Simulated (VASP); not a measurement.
# InGaO (P-3m1) in VASP: further runs

One crystal, InGaO, is run at these levels: PBE; tasks: equation of state.

All numbers are computed with VASP 6.6.1; they aren't measurements. Logs are shortened: lines on timing, memory, paths and dates and some standing lists are left out, and cuts for length are marked.

## (1) The crystal as given

Symmetry: P-3m1, No. 164, trigonal system. Conventional cell: a = 3.158 Å, b = 3.158 Å, c = 14.116 Å, α = 90.00°, β = 90.00°, γ = 120.00°. In (site symmetry 3m) has 9 In at 3.16 to 3.40 Å as nearest neighbours. Around Ga (site symmetry 3m) lie 3 O at 1.96 Å. O (site symmetry 3m) has 3 Ga at 1.96 Å as nearest neighbours.

The cell was built by a generator and needn't be a form met in nature.

## (2) Equation of state, PBE, 20.32 Å³/atom

Input file INCAR:

```
ALGO = Normal
EDIFF = 1E-6
EDIFFG = -0.02
ENCUT = 520
GGA = PE
IBRION = 2
ISIF = 4
ISMEAR = 0
KPAR = 2
LASPH = T
LCHARG = F
LREAL = F
LWAVE = F
NELM = 100
NSW = 30
PREC = Accurate
SIGMA = 0.1
```

Input file KPOINTS:

```
k-points
0
Gamma
  10 10 2
```

Input file POSCAR:

```
InGaO
1.0
    3.1583980000      0.0000000000      0.0000000000
   -1.5791990000      2.7352530000      0.0000000000
    0.0000000000      0.0000000000     14.1159400000
In Ga O
2 2 2
Direct
    0.3333330000      0.6666670000      0.6017850000
    0.6666670000      0.3333330000      0.3982150000
    0.0000000000      0.0000000000      0.0892050000
    0.0000000000      0.0000000000      0.9107950000
    0.3333330000      0.6666670000      0.1405300000
    0.6666670000      0.3333330000      0.8594700000
```

Potentials or basis: VASP PAW PBE potentials, release 64 (In_d, Ga_d, O).

Command:

```
$ cat potpaw_PBE.64/In_d/POTCAR potpaw_PBE.64/Ga_d/POTCAR potpaw_PBE.64/O/POTCAR > POTCAR
$ mpirun -np 2 vasp_std > vasp.out
```

OUTCAR:

```text
EDIFF = 1E-6
   EDIFFG = -0.02
   ENCUT = 520
   GGA = PE
   IBRION = 2
   ISIF = 4
   ISMEAR = 0
   LASPH = T
   LREAL = F
   NELM = 100
   NSW = 30
   PREC = Accurate

 ion  position               nearest neighbor table
   1  0.333  0.667  0.602-   2 3.40   2 3.40   2 3.40
   2  0.667  0.333  0.398-   1 3.40   1 3.40   1 3.40
   3  0.000  0.000  0.089-   5 1.96   5 1.96   5 1.96   4 2.52
   4  0.000  0.000  0.911-   6 1.96   6 1.96   6 1.96   3 2.52
   5  0.333  0.667  0.141-   3 1.96   3 1.96   3 1.96
   6  0.667  0.333  0.859-   4 1.96   4 1.96   4 1.96

  LATTYP: Found a hexagonal cell.
 ALAT       =     3.1583980000
 C/A-ratio  =     4.4693354036

  Lattice vectors:

 A1 = (   3.1583980000,   0.0000000000,   0.0000000000)
 A2 = (  -1.5791990000,   2.7352530000,   0.0000000000)
 A3 = (   0.0000000000,   0.0000000000,  14.1159400000)

Analysis of symmetry for initial positions (statically):
=====================================================================
 Subroutine PRICEL returns:
 Original cell was already a primitive cell.

 Routine SETGRP: Setting up the symmetry group for a
 hexagonal supercell.

 Subroutine GETGRP returns: Found 12 space group operations
 (whereof 12 operations were pure point group operations)
 out of a pool of 24 trial point group operations.

The static configuration has the point symmetry D_3d.

Analysis of symmetry for dynamics (positions and initial velocities):
=====================================================================
 Subroutine PRICEL returns:
 Original cell was already a primitive cell.

 Routine SETGRP: Setting up the symmetry group for a
 hexagonal supercell.

 Subroutine GETGRP returns: Found 12 space group operations
 (whereof 12 operations were pure point group operations)
 out of a pool of 24 trial point group operations.

The dynamic configuration has the point symmetry D_3d.

 Subroutine INISYM returns: Found 12 space group operations
 (whereof 12 operations are pure point group operations),
 and found     1 'primitive' translations

----------------------------------------------------------------------------------------

                                     Primitive cell

  volume of cell :     121.9479
[... 98 lines left out ...]
   LREAL  =      F    real-space projection
   EDIFFG = -.2E-01   stopping-criterion for IOM
   NSW    =     30    number of steps for IOM
   IBRION =      2    ionic relax: 0-MD 1-quasi-New 2-CG
   NFREE  =      1    steps in history (QN), initial steepest desc. (CG)
   ISIF   =      4    stress and relaxation
   ISYM   =      2    0-nonsym 1-usesym 2-fastsym
   POTIM  = 0.5000    time-step for ionic-motion
   TEBEG  =    0.0;   TEEND  =   0.0 temperature during run
   PSTRESS=    0.0 pullay stress
   NELECT =      64.0000    total number of electrons
   NUPDOWN=      -1.0000    fix difference up-down
   EMIN   =  10.00;   EMAX   =-10.00  energy-range for DOS
   EFERMI =   0.00;   METHOD = LEGACY
   ISMEAR =     0;   SIGMA  =   0.10  broadening in eV -4-tet -1-fermi 0-gaus
   EFERMI_NEDOS =   21; number of points for ismear=-14 and -15
   IALGO  =     38    algorithm
   IMIX   =      4    mixing-type and parameters
     AMIX     =   0.40;   BMIX     =  1.00
     AMIX_MAG =   1.60;   BMIX_MAG =  1.00
  volume/ion in A,a.u.               =      20.32       137.16
  Fermi-wavevector in a.u.,A,eV,Ry     =   1.320515  2.495412 23.725304  1.743761
  Thomas-Fermi vector in A             =   2.450336
   LORBIT       =      0    0 simple, 1 ext, 2 COOP (PROOUT), +10 PAW based schemes
   GGA     = PE    functional components
   LHFCALC =     F    Hartree Fock is set to
   AEXX    =    0.0000 exact exchange contribution
   IVDW    =     0    specifies the selected vdW correction
   LEPSILON=     F    determine dielectric tensor
   LRPA    =     F    only Hartree local field effects (RPA)
 conjugate gradient relaxation of ions
 non-spin polarized calculation
 Gauss-broadening in eV      SIGMA  =   0.10
  energy-cutoff  :      520.00
  volume of cell :      121.95
 maximum number of plane-waves:      3314
 NGX is ok and might be reduce to    24
   NGX = 11   NGY = 11   NGZ = 53

 number of electron      64.0000006 magnetization

 Free energy of the ion-electron system (eV)
  ---------------------------------------------------
  ext. energy  EPLUGINS =         0.00000000
  ---------------------------------------------------
  free energy    TOTEN  =       -26.23089836 eV

  energy without entropy =      -26.22183398  energy(sigma->0) =      -26.22636617

 E-fermi :   4.8848     XC(G=0):  -9.5900

 val. band max:        4.7508740599   @ k =   0.1000   0.0000   0.0000
 cond. band min:       4.9025384082   @ k =   0.4000   0.1000   0.5000
 fundamental gap:      0.1516643483
 Fermi energy:         4.8847670512

 k-point     1 :       0.0000    0.0000    0.0000
  band No.  band energies     occupation
      1     -15.3460      2.00000
      2     -15.2855      2.00000
      3     -10.5618      2.00000
      4     -10.5618      2.00000
      5     -10.5532      2.00000
      6     -10.5532      2.00000
[... 973 lines left out ...]
     37       8.9858      0.00000
     38       9.2800      0.00000

 [... further k-points ...]

------------------------ aborting loop because EDIFF is reached ----------------------------------------

  FORCE on cell =-STRESS in cart. coord.  units (eV):
  Direction    XX          YY          ZZ          XY          YZ          ZX
  --------------------------------------------------------------------------------------
  -------------------------------------------------------------------------------------
  Total        0.0289567      0.0289567      0.0193494     -0.0000000      0.0000000      0.0000000
  in kB        0.3804397      0.3804397      0.2542164     -0.0000000      0.0000000      0.0000000
  external PRESSURE =       0.3383653 kB  Pullay stress =       0.0000000 kB

 VOLUME and BASIS-vectors are now :
 -----------------------------------------------------------------------------
  energy-cutoff  :      520.00
  volume of cell :      121.95
      direct lattice vectors                 reciprocal lattice vectors
     3.158398000  0.000000000  0.000000000     0.316616209  0.182798447  0.000000000
    -1.579199000  2.735253000  0.000000000     0.000000000  0.365596894  0.000000000
     0.000000000  0.000000000 14.115940000     0.000000000  0.000000000  0.070841899

 POSITION                                       TOTAL-FORCE (eV/Angst)
 -----------------------------------------------------------------------------------
     -0.00000      1.82350      8.49476         0.000000     -0.000000      0.007232
      1.57920      0.91175      5.62118        -0.000000      0.000000     -0.007232
      0.00000      0.00000      1.25921         0.000000     -0.000000     -0.001665
      0.00000      0.00000     12.85673         0.000000      0.000000      0.001665
     -0.00000      1.82350      1.98371         0.000000     -0.000000      0.002159
      1.57920      0.91175     12.13223        -0.000000      0.000000     -0.002159
 -----------------------------------------------------------------------------------
    total drift:                                0.000000      0.000000      0.000000

  FREE ENERGIE OF THE ION-ELECTRON SYSTEM (eV)
  ---------------------------------------------------
  free  energy   TOTEN  =       -26.2308983632 eV

  energy  without entropy=      -26.2218339762  energy(sigma->0) =      -26.22636617

 reached required accuracy - stopping structural energy minimisation
```

OSZICAR:

```text
N       E                     dE             d eps       ncg     rms          rms(c)
DAV:   1     0.703433963706E+03    0.70343E+03   -0.31050E+04  2154   0.258E+03
DAV:   2     0.107907806337E+03   -0.59553E+03   -0.57437E+03  2184   0.637E+02
DAV:   3    -0.199449634820E+02   -0.12785E+03   -0.12364E+03  2596   0.241E+02
DAV:   4    -0.293149975756E+02   -0.93700E+01   -0.92066E+01  2792   0.649E+01
DAV:   5    -0.296602338441E+02   -0.34524E+00   -0.34461E+00  2794   0.121E+01    0.114E+01
DAV:   6    -0.263688882277E+02    0.32913E+01   -0.18151E+01  3704   0.321E+01    0.492E+00
DAV:   7    -0.262591354598E+02    0.10975E+00   -0.15960E+00  2388   0.779E+00    0.265E+00
DAV:   8    -0.262467163132E+02    0.12419E-01   -0.56625E-01  2980   0.416E+00    0.938E-01
DAV:   9    -0.262303557500E+02    0.16361E-01   -0.16420E-01  3106   0.332E+00    0.344E-01
DAV:  10    -0.262303509435E+02    0.48066E-05   -0.15456E-02  2656   0.104E+00    0.132E-01
DAV:  11    -0.262308537557E+02   -0.50281E-03   -0.30415E-03  2724   0.311E-01    0.420E-02
DAV:  12    -0.262308893116E+02   -0.35556E-04   -0.19702E-04  2838   0.124E-01    0.152E-02
DAV:  13    -0.262308984922E+02   -0.91806E-05   -0.35214E-05  2446   0.427E-02    0.688E-03
DAV:  14    -0.262308983632E+02    0.12904E-06   -0.47956E-06  2664   0.170E-02
   1 F= -.26230898E+02 E0= -.26226366E+02  d E =-.262309E+02
```

Run time: 72 s. Hardware: 2 MPI ranks of Intel Xeon Platinum 8175M at 2.50GHz (Skylake/Cascade Lake), shared host; peak memory 0.29 GiB.

What came out:

```
Free energy            : -26.2309 eV
Pressure               : 0.0 GPa
Largest force          : 0.007 eV/Å
Band gap on the k mesh : none (metal or under the smearing width)
```

## (3) Equation of state, PBE, 19.71 Å³/atom (volume scaled by 0.97)

INCAR is that of step 2.

KPOINTS is that of step 2.

POSCAR, as its differences from that of step 2:

```diff
@@ -2,5 +2,5 @@
 1.0
-    3.1583980000      0.0000000000      0.0000000000
-   -1.5791990000      2.7352530000      0.0000000000
-    0.0000000000      0.0000000000     14.1159400000
+    3.1264928086      0.0000000000      0.0000000000
+   -1.5632464043      2.7076222927      0.0000000000
+    0.0000000000      0.0000000000     13.9733449983
 In Ga O
```

Potentials or basis: VASP PAW PBE potentials, release 64 (In_d, Ga_d, O).

Command:

```
$ cat potpaw_PBE.64/In_d/POTCAR potpaw_PBE.64/Ga_d/POTCAR potpaw_PBE.64/O/POTCAR > POTCAR
$ mpirun -np 2 vasp_std > vasp.out
```

Wall time 6.8 min (2 MPI ranks of Intel Xeon Platinum 8175M at 2.50GHz (Skylake/Cascade Lake), shared host); peak memory 0.31 GiB.

The run converged. Its results:

- Free energy: -26.2247 eV
- Pressure: 0.4 GPa
- Largest force: 0.007 eV/Å
- Band gap on the k mesh: none (metal or under the smearing width)

## (4) Equation of state, PBE, 20.93 Å³/atom (volume scaled by 1.03)

INCAR is that of step 3.

KPOINTS is that of step 3.

POSCAR, as its differences from that of step 3:

```diff
@@ -2,5 +2,5 @@
 1.0
-    3.1264928086      0.0000000000      0.0000000000
-   -1.5632464043      2.7076222927      0.0000000000
-    0.0000000000      0.0000000000     13.9733449983
+    3.1896713012      0.0000000000      0.0000000000
+   -1.5948356506      2.7623364742      0.0000000000
+    0.0000000000      0.0000000000     14.2557108722
 In Ga O
```

Command:

```
$ cat potpaw_PBE.64/In_d/POTCAR potpaw_PBE.64/Ga_d/POTCAR potpaw_PBE.64/O/POTCAR > POTCAR
$ mpirun -np 2 vasp_std > vasp.out
```

Wall time 9.2 min (2 MPI ranks of Intel Xeon Platinum 8175M at 2.50GHz (Skylake/Cascade Lake), shared host); peak memory 0.31 GiB.

Results (log left out):

```
Free energy            : -26.2298 eV
Pressure               : -0.3 GPa
Largest force          : 0.010 eV/Å
Band gap on the k mesh : none (metal or under the smearing width)
```

## (5) Equation of state, PBE, 19.11 Å³/atom (volume scaled by 0.94)

INCAR is that of step 4.

KPOINTS is that of step 4.

POSCAR, as its differences from that of step 4:

```diff
@@ -2,5 +2,5 @@
 1.0
-    3.1896713012      0.0000000000      0.0000000000
-   -1.5948356506      2.7623364742      0.0000000000
-    0.0000000000      0.0000000000     14.2557108722
+    3.0939228066      0.0000000000      0.0000000000
+   -1.5469614033      2.6794158426      0.0000000000
+    0.0000000000      0.0000000000     13.8277787355
 In Ga O
```

Command:

```
$ cat potpaw_PBE.64/In_d/POTCAR potpaw_PBE.64/Ga_d/POTCAR potpaw_PBE.64/O/POTCAR > POTCAR
$ mpirun -np 2 vasp_std > vasp.out
```

Run time: 8.6 min. Hardware: 2 MPI ranks of Intel Xeon Platinum 8175M at 2.50GHz (Skylake/Cascade Lake), shared host; peak memory 0.3 GiB.

It converged, with:

| Quantity | Value |
| --- | --- |
| Free energy | -26.2055 eV |
| Pressure | 1.2 GPa |
| Largest force | 0.011 eV/Å |
| Band gap on the k mesh | none (metal or under the smearing width) |

## (6) Equation of state, PBE, 21.54 Å³/atom (volume scaled by 1.06)

INCAR is that of step 5.

KPOINTS is that of step 5.

POSCAR, as its differences from that of step 5:

```diff
@@ -2,5 +2,5 @@
 1.0
-    3.0939228066      0.0000000000      0.0000000000
-   -1.5469614033      2.6794158426      0.0000000000
-    0.0000000000      0.0000000000     13.8277787355
+    3.2203430991      0.0000000000      0.0000000000
+   -1.6101715496      2.7888990314      0.0000000000
+    0.0000000000      0.0000000000     14.3927934245
 In Ga O
```

Potentials or basis: VASP PAW PBE potentials, release 64 (In_d, Ga_d, O).

Command:

```
$ cat potpaw_PBE.64/In_d/POTCAR potpaw_PBE.64/Ga_d/POTCAR potpaw_PBE.64/O/POTCAR > POTCAR
$ mpirun -np 2 vasp_std > vasp.out
```

It took 9 min on 2 MPI ranks of Intel Xeon Platinum 8175M at 2.50GHz (Skylake/Cascade Lake), shared host; peak memory 0.31 GiB.

The run converged. Its results:

```yaml
Free_energy: -26.2239 eV
Pressure: -0.2 GPa
Largest_force: 0.016 eV/Å
Band_gap_on_the_k_mesh: none (metal or under the smearing width)
```

## (7) Equation of state, PBE, 18.50 Å³/atom (volume scaled by 0.91)

INCAR is that of step 6.

KPOINTS is that of step 6.

POSCAR, as its differences from that of step 6:

```diff
@@ -2,5 +2,5 @@
 1.0
-    3.2203430991      0.0000000000      0.0000000000
-   -1.6101715496      2.7888990314      0.0000000000
-    0.0000000000      0.0000000000     14.3927934245
+    3.0606522409      0.0000000000      0.0000000000
+   -1.5303261204      2.6506026865      0.0000000000
+    0.0000000000      0.0000000000     13.6790814182
 In Ga O
```

Command:

```
$ cat potpaw_PBE.64/In_d/POTCAR potpaw_PBE.64/Ga_d/POTCAR potpaw_PBE.64/O/POTCAR > POTCAR
$ mpirun -np 2 vasp_std > vasp.out
```

Run time: 6.8 min. Hardware: 2 MPI ranks of Intel Xeon Platinum 8175M at 2.50GHz (Skylake/Cascade Lake), shared host; peak memory 0.3 GiB.

Results (log left out):

- Free energy: -26.1662 eV
- Pressure: 2.3 GPa
- Largest force: 0.018 eV/Å
- Band gap on the k mesh: none (metal or under the smearing width)

## (8) Equation of state, PBE, 22.15 Å³/atom (volume scaled by 1.09)

INCAR is that of step 7.

KPOINTS is that of step 7.

POSCAR, as its differences from that of step 7:

```diff
@@ -2,5 +2,5 @@
 1.0
-    3.0606522409      0.0000000000      0.0000000000
-   -1.5303261204      2.6506026865      0.0000000000
-    0.0000000000      0.0000000000     13.6790814182
+    3.2504415081      0.0000000000      0.0000000000
+   -1.6252207541      2.8149650191      0.0000000000
+    0.0000000000      0.0000000000     14.5273133096
 In Ga O
```

Command:

```
$ cat potpaw_PBE.64/In_d/POTCAR potpaw_PBE.64/Ga_d/POTCAR potpaw_PBE.64/O/POTCAR > POTCAR
$ mpirun -np 2 vasp_std > vasp.out
```

It took 7.8 min on 2 MPI ranks of Intel Xeon Platinum 8175M at 2.50GHz (Skylake/Cascade Lake), shared host; peak memory 0.31 GiB.

The run converged. Its results:

```
Free energy            : -26.2185 eV
Pressure               : -0.4 GPa
Band gap on the k mesh : none (metal or under the smearing width)
```
